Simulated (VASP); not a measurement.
Calculation: PBEsol GGA, VASP's PBE PAW potentials (set 64) (plane waves; VASP 6.6.1).

A VASP calculation is set up with these files.

File POSCAR:
```
La
1
   -2.1067060000     2.1067060000     2.1067060000
    2.1067060000    -2.1067060000     2.1067060000
    2.1067060000     2.1067060000    -2.1067060000
La
1
Direct
  0.0000000000   0.0000000000   0.0000000000
```

File KPOINTS:
```
Regular mesh
0
gamma
 11 11 11
0 0 0
```

### INCAR
```
SYSTEM = La
PREC = Accurate
ENCUT = 400
EDIFF = 1E-6
NELM = 100
ALGO = Normal
LREAL = .FALSE.
LASPH = .TRUE.
ISMEAR = 1
SIGMA = 0.1
GGA = PS
LMAXMIX = 6
LWAVE = .FALSE.
LCHARG = .FALSE.
IBRION = 2
ISIF = 3
NSW = 60
EDIFFG = -0.01
```

POTCAR, in this order: La (PBE.64 set). Program: vasp_std.

What VASP printed:

**OSZICAR**
```
       N       E                     dE             d eps       ncg     rms          rms(c)
DAV:   1     0.933973738671E+02    0.93397E+02   -0.32818E+03  1008   0.123E+03
DAV:   2     0.105302239814E+01   -0.92344E+02   -0.91362E+02  1456   0.202E+02
DAV:   3    -0.491075182096E+01   -0.59638E+01   -0.58121E+01  1556   0.869E+01
DAV:   4    -0.519436969186E+01   -0.28362E+00   -0.27781E+00  1790   0.150E+01
DAV:   5    -0.520774147388E+01   -0.13372E-01   -0.13329E-01  1710   0.314E+00    0.198E+00
DAV:   6    -0.519203786535E+01    0.15704E-01   -0.12168E-02  1904   0.102E+00    0.114E+00
DAV:   7    -0.518205834528E+01    0.99795E-02   -0.75023E-03  1751   0.735E-01    0.106E-01
DAV:   8    -0.518195723079E+01    0.10111E-03   -0.43731E-04  1878   0.176E-01    0.156E-02
DAV:   9    -0.518197021509E+01   -0.12984E-04   -0.32327E-05  1967   0.619E-02    0.679E-03
DAV:  10    -0.518197190520E+01   -0.16901E-05   -0.34747E-06  1565   0.191E-02    0.210E-03
DAV:  11    -0.518197226879E+01   -0.36359E-06   -0.27135E-07  1317   0.676E-03
   1 F= -.51819723E+01 E0= -.51805781E+01  d E =-.518197E+01
       N       E                     dE             d eps       ncg     rms          rms(c)
DAV:   1    -0.548239346824E+01   -0.30042E+00   -0.83491E+00  1570   0.319E+01    0.253E+00
DAV:   2    -0.524277955216E+01    0.23961E+00   -0.52947E-01  1635   0.888E+00    0.107E+00
DAV:   3    -0.519443597306E+01    0.48344E-01   -0.31021E-01  1898   0.559E+00    0.314E-01
DAV:   4    -0.519460307635E+01   -0.16710E-03   -0.88964E-03  1928   0.110E+00    0.210E-01
DAV:   5    -0.519705690095E+01   -0.24538E-02   -0.85870E-03  1433   0.709E-01    0.164E-01
DAV:   6    -0.519673740270E+01    0.31950E-03   -0.46101E-03  1871   0.813E-01    0.196E-02
DAV:   7    -0.519673051065E+01    0.68920E-05   -0.97263E-05  1929   0.111E-01    0.132E-02
DAV:   8    -0.519673245986E+01   -0.19492E-05   -0.19322E-05  1936   0.511E-02    0.156E-03
DAV:   9    -0.519673079801E+01    0.16619E-05   -0.73544E-07  1329   0.930E-03    0.363E-03
DAV:  10    -0.519673166569E+01   -0.86768E-06   -0.11307E-06   966   0.132E-02
   2 F= -.51967317E+01 E0= -.51955341E+01  d E =-.147594E-01
       N       E                     dE             d eps       ncg     rms          rms(c)
DAV:   1    -0.521269073460E+01   -0.15960E-01   -0.43957E-01  1603   0.724E+00    0.598E-01
DAV:   2    -0.519946754708E+01    0.13223E-01   -0.33675E-02  1773   0.228E+00    0.235E-01
DAV:   3    -0.519715328185E+01    0.23143E-02   -0.14120E-02  1925   0.122E+00    0.665E-02
DAV:   4    -0.519718297693E+01   -0.29695E-04   -0.31162E-04  1912   0.188E-01    0.520E-02
DAV:   5    -0.519729521085E+01   -0.11223E-03   -0.38986E-04  1756   0.158E-01    0.250E-02
DAV:   6    -0.519729198530E+01    0.32256E-05   -0.63125E-05  1940   0.968E-02    0.275E-03
DAV:   7    -0.519729168741E+01    0.29789E-06   -0.12335E-06  1330   0.117E-02
   3 F= -.51972917E+01 E0= -.51961885E+01  d E =-.153194E-01
```

File OUTCAR:
```
------------------------ aborting loop because EDIFF is reached ----------------------------------------
  FORCE on cell =-STRESS in cart. coord.  units (eV):
  Direction    XX          YY          ZZ          XY          YZ          ZX
  --------------------------------------------------------------------------------------
  Total       -0.0023615     -0.0023615     -0.0023615     -0.0000000      0.0000000     -0.0000000
  in kB       -0.1089463     -0.1089463     -0.1089463     -0.0000000      0.0000000     -0.0000000
  external PRESSURE =      -0.1089463 kB  Pullay stress =       0.0000000 kB
  volume of cell :       34.73
      direct lattice vectors                 reciprocal lattice vectors
    -2.055300197  2.055300197  2.055300197     0.000000000  0.243273465  0.243273465
     2.055300197 -2.055300197  2.055300197     0.243273465  0.000000000  0.243273465
     2.055300197  2.055300197 -2.055300197     0.243273465  0.243273465  0.000000000
 POSITION                                       TOTAL-FORCE (eV/Angst)
 -----------------------------------------------------------------------------------
      0.00000      0.00000     -0.00000         0.000000      0.000000     -0.000000
 -----------------------------------------------------------------------------------
    total drift:                                0.000000      0.000000      0.000000
  FREE ENERGIE OF THE ION-ELECTRON SYSTEM (eV)
  ---------------------------------------------------
  free  energy   TOTEN  =        -5.1972916874 eV

  energy  without entropy=       -5.1939820328  energy(sigma->0) =       -5.19618847

 reached required accuracy - stopping structural energy minimisation
```
(Selected blocks of OUTCAR.)

**CONTCAR**
```
La
   1.00000000000000
    -2.0553001974555953    2.0553001974555953    2.0553001974555953
     2.0553001974555953   -2.0553001974555953    2.0553001974555953
     2.0553001974555953    2.0553001974555953   -2.0553001974555953
  La
     1
Direct
     0.0000000000000000    0.0000000000000000    0.0000000000000000
```

Energy and stress use the plane-wave basis of the starting cell.

The structure was generated: La was put into the bcc type (Im-3m), which need not be its known phase. This run relaxes it. Symmetry was kept, so distortions that lower it aren't found.
